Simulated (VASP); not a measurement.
A convergence study with VASP on Ge (diamond): a few settings are varied, all else stays as given below, so the limit is that of these other settings.

```
Ge
1.0
    0.00000     2.82900     2.82900
    2.82900     0.00000     2.82900
    2.82900     2.82900     0.00000
Ge
2
Direct
  0.00000   0.00000   0.00000
  0.25000   0.25000   0.25000
```

Computed with PBE GGA, VASP's PBE PAW potentials (set 64) (plane waves; VASP 6.6.1). The last row used: 550 eV cut-off, 15×15×15 Γ-centred mesh, second-order Methfessel-Paxton smearing of 0.40 eV, potentials Ge_d.

| setting | E (eV/atom) | pressure (GPa) | irreducible k-points |
|---|---|---|---|
| ISMEAR = -1, SIGMA = 0.01, 4×4×4 mesh | -4.3744 | 3.81 | 8 |
| ISMEAR = -1, SIGMA = 0.1, 4×4×4 mesh | -4.3756 | 4.32 | 8 |
| ISMEAR = 0, SIGMA = 0.01, 4×4×4 mesh | -4.3745 | 3.57 | 8 |
| ISMEAR = 0, SIGMA = 0.2, 4×4×4 mesh | -4.3751 | 4.31 | 8 |
| ISMEAR = 1, SIGMA = 0.05, 4×4×4 mesh | -4.3744 | 3.91 | 8 |
| ISMEAR = 1, SIGMA = 0.2, 4×4×4 mesh | -4.3745 | 4.28 | 8 |
| ISMEAR = 2, SIGMA = 0.05, 4×4×4 mesh | -4.3744 | 3.82 | 8 |
| ISMEAR = 2, SIGMA = 0.2, 4×4×4 mesh | -4.3745 | 4.24 | 8 |
| ISMEAR = -1, SIGMA = 0.01, 9×9×9 mesh | -4.5021 | 3.59 | 35 |
| ISMEAR = -1, SIGMA = 0.2, 9×9×9 mesh | -4.5007 | 3.76 | 35 |
| ISMEAR = 0, SIGMA = 0.01, 9×9×9 mesh | -4.5021 | 3.57 | 35 |
| ISMEAR = 0, SIGMA = 0.4, 9×9×9 mesh | ___ | 3.73 | 35 |
| ISMEAR = 1, SIGMA = 0.05, 9×9×9 mesh | -4.5021 | 3.60 | 35 |
| ISMEAR = 1, SIGMA = 0.4, 9×9×9 mesh | -4.5020 | 3.65 | 35 |
| ISMEAR = 2, SIGMA = 0.05, 9×9×9 mesh | -4.5021 | 3.60 | 35 |
| ISMEAR = 2, SIGMA = 0.4, 9×9×9 mesh | -4.5019 | 3.62 | 35 |
| ISMEAR = -1, SIGMA = 0.05, 15×15×15 mesh | -4.5050 | 3.65 | 120 |
| ISMEAR = -1, SIGMA = 0.2, 15×15×15 mesh | -4.5033 | 3.73 | 120 |
| ISMEAR = 0, SIGMA = 0.1, 15×15×15 mesh | -4.5050 | 3.64 | 120 |
| ISMEAR = 0, SIGMA = 0.4, 15×15×15 mesh | -4.5046 | 3.70 | 120 |
| ISMEAR = 1, SIGMA = 0.1, 15×15×15 mesh | -4.5050 | 3.64 | 120 |
| ISMEAR = 1, SIGMA = 0.4, 15×15×15 mesh | -4.5052 | 3.65 | 120 |
| ISMEAR = 2, SIGMA = 0.1, 15×15×15 mesh | -4.5050 | ___ | 120 |
| ISMEAR = 2, SIGMA = 0.4, 15×15×15 mesh | -4.5050 | 3.65 | 120 |

Q: Complete the blanks.

A: 
- ISMEAR = 0, SIGMA = 0.4, 9×9×9 mesh, E (eV/atom): -4.5016
- ISMEAR = 2, SIGMA = 0.1, 15×15×15 mesh, pressure (GPa): 3.63

Left out are rungs that failed or repeat a setting and relaxations that didn't move; long series are thinned to 24 rows.

The compound is Ge in the diamond structure. The cell was not relaxed at this level.
